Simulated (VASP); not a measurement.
Given:

```
CELL_PARAMETERS angstrom
     -1.23160     1.23160     1.23160
      1.23160    -1.23160     1.23160
      1.23160     1.23160    -1.23160
ATOMIC_POSITIONS crystal
  O  0.00000 0.00000 0.00000
```

Level of theory: r2SCAN meta-GGA, VASP's PBE PAW potentials (set 64) (plane waves; VASP). Settings: 520 eV cut-off, 23×23×23 Γ-centred mesh, tetrahedra with Blöchl corrections, potentials O.

Task: Give the energies of bands 2 to 4 at the high-symmetry points, in eV from the Fermi level.

Result: 
```
band     Γ      H      N      P
----  ----  -----  -----  -----
2     2.06  -3.31  -7.33  -3.39
3     2.06  -3.31  -0.22  -3.39
4     2.06  -3.31   1.66  -3.39
```

It has no gap at this level: it comes out as a metal or semimetal.

The structure was generated: O was put into the bcc type (Im-3m), which need not be its known phase. It was relaxed first, which changed the volume by -7 %.
